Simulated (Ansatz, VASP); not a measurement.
CdHg2O3: VASP beside Ansatz

The input INCAR:

```
ALGO = Normal
EDIFF = 1E-7
ENCUT = 520
GGA = PE
ISIF = 2
ISMEAR = 0
LASPH = T
LCHARG = F
LREAL = F
LWAVE = F
NBANDS = 36
NELM = 80
PREC = Accurate
SIGMA = 0.1
```

File KPOINTS:

```
k-points
0
Gamma
  6 6 2
```

POSCAR

```
CdHg2O3
1.0
    3.0880853000     -1.7936489000      0.0000000000
    3.0880853000      1.7936489000      0.0000000000
   -1.9444395000      0.0000000000      9.1309640000
Cd Hg O
1 2 3
Direct
    0.1812460000      0.8187540000      0.0000000000
    0.7827980000      0.9234460000      0.3228190000
    0.0765540000      0.2172020000      0.6771810000
    0.4489320000      0.1169310000      0.8713000000
    0.8830690000      0.5510680000      0.1287000000
    0.6274010000      0.3725990000      0.5000000000
```

Input for Ansatz:

```yaml
crystal:
  lattice:
    - [3.0880853, -1.7936489, 0.0]
    - [3.0880853, 1.7936489, 0.0]
    - [-1.9444395, 0.0, 9.130964]
  atoms:
    - { symbol: Cd, position: [0.181246, 0.818754, 0.0] }
    - { symbol: Hg, position: [0.782798, 0.923446, 0.322819] }
    - { symbol: Hg, position: [0.076554, 0.217202, 0.677181] }
    - { symbol: O, position: [0.448932, 0.116931, 0.8713] }
    - { symbol: O, position: [0.883069, 0.551068, 0.1287] }
    - { symbol: O, position: [0.627401, 0.372599, 0.5] }
basis:
  ecutwfc: 420
kpoints:
  mp_grid: { grid: [6, 6, 2] }
hamiltonian:
  xc: pbe
scf:
  occupations: { method: gaussian, width: 0.1 }
  lower_state_search: "off"
output:
  forces: true
  stress: true
  eigenvalues: true
```

Alike in both runs: task single point; functional PBE; k mesh 6 × 6 × 2; occupations gaussian, width 0.1 eV; no spin polarisation.

```csv
,VASP,Ansatz
version,VASP 6.6.1,Ansatz 0.2.0
potentials or method,"VASP PAW PBE potentials, release 64 (Cd, Hg, O)","scalar-relativistic, plane waves, PAW"
plane-wave cutoff (eV),520,420
valence electrons in the cell,54,78
```

```csv
,VASP,Ansatz,Ansatz less VASP
gap on the k mesh at the Fermi level (eV),0.85,0.87,+0.020
least direct gap on the mesh (eV),1.01,1.04,+0.026
pressure (GPa),1.5,0.0,-1.50
largest component of the traceless stress (GPa),1.30,0.04,-1.266
rms of the force components (eV/Å),0.109,0.002,-0.1075
```

Atom by atom the forces differ by 0.110 eV/Å (rms over components). The two sets of potentials don't hold the same shells in valence.

Caveats: spin-orbit coupling is left out, which moves the levels of the heavy elements. A k mesh can miss the band edges.
